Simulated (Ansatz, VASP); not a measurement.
# Cross-check of Te (Tellurium) between VASP and Ansatz, part 2 of 2

Aim: how closely do two programs agree when they are given the same cell, functional and k mesh? The cell is taken from a series of runs on this material, whose earlier steps may have relaxed, scaled, displaced or heated it; both programs get it as it stands.

VASP 6.6.1 and Ansatz 0.2.0.

So far: Set-up; VASP: zone-centre phonons, PBEsol.

### 3. Ansatz: zone-centre phonons, PBEsol

Level of this step: Ansatz beside VASP: Kohn-Sham DFT, plane waves, PBEsol (Ansatz).

Ansatz runs on its PAW soft_1 files.

The same cell, functional, mesh and smearing now go to Ansatz, which takes its cutoff from its data sets.

Contents of input.yaml:

```yaml
crystal:
  lattice:
    - [4.3163383699, 0.0, 0.0]
    - [-2.1581691849, 3.7380586797, 0.0]
    - [0.0, 0.0, 5.958963622]
  atoms:
    - { symbol: Te, position: [0.2837864627, 0.0, 0.3333333333] }
    - { symbol: Te, position: [0.0, 0.2837864627, 0.6666666667] }
    - { symbol: Te, position: [0.7162135373, 0.7162135373, 0.0] }
kpoints:
  mp_grid: { grid: [12, 12, 8] }
hamiltonian:
  xc: pbesol
  pseudopotentials: { kind: paw, azcp: { folder: soft_1 }, xc_functional: pbe }
scf:
  occupations: { method: methfessel_paxton, width: 0.2 }
output:
  eigenvalues: true
phonons:
  method: dfpt
```

On the command line:

```bash
> ansatz run input.yaml --threads 4 --pin off --max-ram 10240MiB --backend cpu --events-out ev --progress --plain --runs-dir out
```

Numbers of over 12 decimals in the logs are rounded to 6 here.

The program printed:

```text
zone centre: on kpoints.mp_grid the ground state, and the responses unless they are solved on pairs of k-points, stand on 320 of the mesh's 1152 k-points, reduced under 2 symmetry operations, with k and −k counted as one. Each operation leaves every solved displacement unchanged or reverses it
Engine: ansatz 0.2.0, x86_64-unknown-linux-gnu
Pseudopotentials: kind: paw
Pseudopotential: Te, paw, valence charge 16, recommended cutoff 420 eV (normal), soft_1/Te.paw.azcp
Functional definition: PBEsol
  exchange = pbesol_x
  correlation = pbesol_c
Crystal: 3 atoms, lattice volume = 96.146 Å³
Basis set: ecut = 420 eV, 1897 PW (Γ), exchange–correlation on 60×60×96 points (8 copies of the dense FFT grid, shifted against one another)
Bands: 29, of which v1, the nominal top of the filled ones, is band 24 counted from 1 (23 counted from 0)
Symmetry: 6 space group operations
k-points: 320 of 1152 (irreducible under 2 space group operations, time reversal used)
Non-local potential: Te, projectors of the file, l = 0: 2, l = 1: 2, l = 2: 2, l = 3: 1
PAW form: soft (Blöchl's): semilocal exchange-correlation on the pseudo side does not see the compensation charge
PAW frozen core: Te, regenerated for the run's functional, and the local potential with it (the file was generated under x = pbe(κ = 0.804, μ = 0.219515), c = pbe(β = 0.066725))
PAW one-centre angular grid: Te, 590 points (default); XC on 64 Gauss nodes
Initial density: superposition of atomic densities (chi_scale 0.1, normalization cell)
Initial wavefunctions: pseudopotential atomic-orbital guess
Functional: x = pbesol(κ = 0.804, μ = 0.123457), c = pbesol(β = 0.046)
SCF iter   1: F=—  HF=-20704.828523 eV  |F-HF|=—  |Δ(HF+E_count)|=         —  Δρ=1.43e-2  dr2=1.43e-1  ethr=3.10e-3  ⟨swp⟩=8.7  Hψ=45749  notcnv=0
preconditioner: auto → Resta (q_TF=auto, 2.430 Å⁻¹)  ε∞=4.4  [insulator: Δε(μ)=0.221 eV  Ē_g=8.702 eV  σ=0.200 eV  W_gap=0.60  n_scr=22 (ndim 8)  ℏωp=16.1 eV  f_vac=0.003  D(μ)=-0.04/eV (n_scr^D=0)  ε∞_Penn≈4.4]
SCF iter   2: F=—  HF=-20704.808989 eV  |F-HF|=—  |Δ(HF+E_count)|=   1.95e-2  S|Δr|=    0.00e0  Δρ=8.28e-3  dr2=4.71e-2  ethr=2.98e-4  ⟨swp⟩=1.0  Hψ=11850  notcnv=0  defer=1
SCF iter   3: F=—  HF=-20704.801658 eV  |F-HF|=—  |Δ(HF+E_count)|=   7.33e-3  S|Δr|=    0.00e0  Δρ=6.51e-4  dr2=3.57e-4  ethr=9.81e-5  ⟨swp⟩=2.0  Hψ=13068  notcnv=0  defer=1
SCF iter   4: F=—  HF=-20704.801787 eV  |F-HF|=—  |Δ(HF+E_count)|=   1.28e-4  S|Δr|=    0.00e0  Δρ=2.10e-4  dr2=4.30e-5  ethr=7.44e-7  ⟨swp⟩=2.0  Hψ=16895  notcnv=0  defer=1
SCF iter   5: F=—  HF=-20704.801804 eV  |F-HF|=—  |Δ(HF+E_count)|=   1.73e-5  S|Δr|=    0.00e0  Δρ=7.40e-5  dr2=7.25e-6  ethr=8.96e-8  ⟨swp⟩=2.0  Hψ=16596  notcnv=0  defer=1
SCF iter   6: F=—  HF=-20704.801808 eV  |F-HF|=—  |Δ(HF+E_count)|=   3.86e-6  S|Δr|=    0.00e0  Δρ=1.66e-5  dr2=3.30e-7  ethr=1.51e-8  ⟨swp⟩=3.0  Hψ=18101  notcnv=0  defer=1
SCF iter   7: F=—  HF=-20704.801805 eV  |F-HF|=—  |Δ(HF+E_count)|=   2.77e-6  S|Δr|=    0.00e0  Δρ=2.49e-6  dr2=5.95e-9  ethr=6.87e-10  ⟨swp⟩=2.0  Hψ=12068  notcnv=0  defer=1
SCF iter   8: F=—  HF=-20704.801805 eV  |F-HF|=—  |Δ(HF+E_count)|=   8.33e-9  S|Δr|=    0.00e0  Δρ=7.09e-7  dr2=3.69e-10  ethr=1.24e-11  ⟨swp⟩=2.0  Hψ=16978  notcnv=0  defer=1
SCF iter   9: F=—  HF=-20704.801805 eV  |F-HF|=—  |Δ(HF+E_count)|=  1.53e-10  S|Δr|=    0.00e0  Δρ=1.99e-7  dr2=2.78e-11  ethr=1.00e-12  ⟨swp⟩=2.0  Hψ=16913  notcnv=0  defer=1
SCF iter  10: F=-20704.801805 eV  HF=-20704.801805 eV  |F-HF|=7.28e-12  |Δ(HF+E_count)|=  1.09e-11  S|Δr|=    0.00e0  Δρ=6.28e-8  dr2=2.40e-12  ethr=1.00e-12  ⟨swp⟩=9.7  Hψ=51844  notcnv=0
SCF 1 converged in 10 iterations: F = -20704.801805 eV  dr2 = 2.40e-12
  greatest PAW one-centre occupation: 0.998 electrons in one spin orbital (limit 2), on the Te atom at site 0 (counted from 0), in its partial waves of l = 2
DFPT response loops at Γ: preconditioner auto → Kerker (q_TF=auto, 2.430 Å⁻¹) (partly filled bands, converged f_vac=0.010); β = 1.00, the filter's whole step (`scf.mixing.beta` (0.50) is not read by the response loops under this deck's `scf.mixing.preconditioner`; to damp them name `kerker` or `kerker_dos`, under which they read `scf.mixing.beta`, and type it under 1.00, their step now; both keys bind the ground state too); Broyden in place of MSR1
SCF converged after 10 iterations
Stability not checked: this state was not tested for a lower state beside it, because cold or Methfessel-Paxton smearing, or corrected tetrahedra, fill the levels in a way that the test cannot read (fill_not_monotonic; see scf.lower_state_search)
Free energy (F): -20704.801805 eV
Harris-Foulkes:  -20704.801805 eV  (|F-HF|=7.28e-12)
Internal energy: -20704.805049 eV  (E = F + TS)
E sigma→0 (E₀):  -20704.802616 eV
Entropy (-TS):   0.003244 eV (1.081 meV/atom)
Fermi energy:    9.590116 eV
Step filling:    the computed levels leave a gap of 0.0051 eV = 0.0 smearing widths at the electron count; against every level under it full and every level over it empty, smearing changes F+E_penalty+E_count by +0.369 meV and its σ→0 estimate by -0.442 meV
--- Per-component energies (eV) ---
  E_band       = -766.101066
  E_kinetic    = 516.774051
  E_local      = -4729.818973  (includes V_loc(G=0)·N_el)
  E_nonlocal   = 200.694616
  E_hartree    = 2364.847512
  E_xc         = -366.008952
  E_vxc        = -307.267217  (∫ρ·V_xc dr)
  E_paw        = -13773.521264  (= ΣΔE_a)
  E_vpaw       = -1176.178776  (= ΣTr[D̂ρ^β])
  E_aug_tail   = 0.000249  (compensation charges beyond the density's cutoff)
  E_ewald      = -4918.896721
  E_core_change = 1.124434  (= ΣΔE_core)
  E_smearing   = 0.003244  (= −TS)
  E_closure    = -0.000000  (closes the sum)
  Σ components = -20704.801805   (vs F -20704.801805, Δ=0.00e0)
--- Band table (eV; the first three rows and the last of 320) ---
  k-point 0: bands = [... 20 lower, 6.9236, 7.7574, 7.7574, 8.4091, 10.5322, 10.5322, 11.2130, 14.3613, ... 1 higher]
  k-point 1: bands = [... 20 lower, 7.0658, 7.8211, 7.9184, 8.4341, 10.3938, 10.4225, 11.0406, 13.9276, ... 1 higher]
  k-point 2: bands = [... 20 lower, 7.0398, 7.9945, 8.2321, 8.5073, 10.0984, 10.1595, 10.6325, 13.5392, ... 1 higher]
  k-point 319: bands = [... 20 lower, 4.8228, 8.0287, 8.4005, 9.2371, 10.1646, 11.0884, 11.1375, 14.4473, ... 1 higher]
--- Phonons (Γ-DFPT): 3 representative perturbations + reference, on 320 of 1152 k-points (Σ response iterations 9) ---
  k mesh reduced under 2 symmetry operations, with k and −k counted as one. Each operation leaves every solved displacement unchanged or reverses it
  ASR residual: 3.183e-5 → 0.000e0 eV/Å²; symmetrization residual: 1.353e-6 eV/Å²
  ASR residual per site (eV/Å²): 3.18e-5 3.07e-5 3.07e-5
  Γ frequencies (cm⁻¹): 0.00 0.00 0.00 81.07 81.07 88.69 97.95 126.30 126.30
  non-analytic LO–TO correction: not included (Born effective charges unavailable; polar crystals: no LO–TO splitting at Γ)
```

### 4. Differences

Known differences besides the potentials themselves: the data sets hold 48 valence electrons in Ansatz (on its PAW soft_1 files) and 18 in VASP; the cutoff is 420 eV in Ansatz and 500 eV in VASP; Ansatz makes its cores anew for this functional, VASP keeps those of its PBE data sets. Total energies have different zeros and are not compared.

Compared:

| quantity | Ansatz | VASP | difference |
| --- | --- | --- | --- |
| optical mode 1 to 2 (cm⁻¹) | 81.1 | 81.3 | -0.34 % |
| optical mode 3 (cm⁻¹) | 88.7 | 88.9 | -0.29 % |
| optical mode 4 (cm⁻¹) | 98.0 | 99.5 | -1.56 % |
| optical mode 5 to 6 (cm⁻¹) | 126.3 | 126.8 | -0.39 % |

Modes are paired by rising frequency, not by their patterns, so a pair may set unlike modes beside each other; they are those without the splitting of longitudinal modes.

### 5. Outcome

| Property | Result |
| --- | --- |
| r.m.s. difference of the optical zone-centre modes, each program's sorted by frequency (zone-centre phonons, PBEsol) | 0.72 cm⁻¹ |
| difference in optical mode 4 (zone-centre phonons, PBEsol) | -1.6 % |

In words: The r.m.s. difference of the optical zone-centre modes, each program's sorted by frequency is 0.72 cm⁻¹ (zone-centre phonons, PBEsol). The data sets hold unlike numbers of valence electrons (48 in Ansatz and 18 in VASP), so part of the differences comes from the potentials. Among the rows given in per cent, the largest difference of the zone-centre phonons, PBEsol pair is in optical mode 4, -1.6 %. Such differences can come from data sets, numerical settings and the points named under the comparisons, not from the functional's error against experiment.

[Lines on the potential files, build, host, timing and source positions are cut from VASP's logs without a mark.]

[Logs are printed without paths, hosts, clocks, repeated set-up lines and the standing remarks that a program may print on its own settings, such as how far it seeks lower states.]

[Hosts, paths, dates, database ids (printed as entryN), source tags and the programs' standing remarks are cut or masked in the printed files.]
